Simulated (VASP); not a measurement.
**RbPd under changes of volume**

One of the cells (27.894 Å³/atom); the others are scaled copies at fixed shape and fractional positions:

```
Rb Pd
1.0
     3.46874    0.00000    0.00000
    -1.73437    3.00402    0.00000
     0.00000    0.00000    5.35377
Rb Pd
1 1
Direct
  0.00000 0.00000 0.50000
  0.66667 0.33333 0.00000
```

The cell was built by a generator and needn't be a form met in nature.

- Program: VASP 6.6.1
- Functional: PBE
- Potentials or basis: VASP PAW PBE potentials, release 64 (Rb_sv, Pd)
- Cutoff: 520 eV
- k mesh: 9 × 9 × 5
- Occupations: fermi-dirac, width 0.05 eV
- Spin: no spin polarisation

```csv
volume (Å³/atom),energy over the lowest point (meV/atom),pressure (GPa)
25.706,9.79,1.8
26.253,4.55,1.2
26.800,1.34,0.7
27.894,0.00,-0.3
28.441,1.45,-0.6
28.988,?,?
```

Q: What does the run at 28.988 Å³/atom give?

A: Energy over the lowest point 4.09 meV/atom; pressure -1.0 GPa.

Worked out: A Birch-Murnaghan fit of order 3 (a polynomial in V^(-2/3)) to the other rows has its minimum at 27.58 Å³/atom with B0 = V·E''(V) = 21 GPa and B' = 5.9 at fixed shape and positions, which overstates the stiffness. It gives 4.07 meV/atom at 28.988 Å³/atom, against the run's 4.09, and -dE/dV = -0.9 GPa, against -1.0.

Energies are extrapolated to zero smearing.
